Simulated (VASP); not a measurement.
Here is the system:

```
CELL_PARAMETERS angstrom
      3.94043     0.00000     0.00000
      0.00000     3.94043     0.00000
      0.00000     0.00000    26.12534
ATOMIC_POSITIONS crystal
  Ca 0.00000 0.50000 0.34053
  Ca 0.50000 0.00000 0.44549
  Ca 0.00000 0.50000 0.55451
  Ca 0.50000 0.00000 0.65947
```

Level of theory: r2SCAN meta-GGA, VASP's PBE PAW potentials (set 64) (plane waves; VASP 6.6.1). Run with PREC = Normal, 400 eV cut-off, 7×7×1 Γ-centred mesh, first-order Methfessel-Paxton smearing of 0.10 eV, potentials Ca_sv.

**Question.** Predict the energy per atom (σ→0), band gap (on the k-mesh) with the smallest direct gap where there is one.

**Answer.** 
- band gap (on the k-mesh): none (metal, semimetal or under 0.01 eV)
- energy per atom (σ→0): -6.800 eV/atom

Total energies compare only between runs with the same potentials, cut-off and functional.

The cell is a thin slab with vacuum, built from Ca (fcc): (100) face.
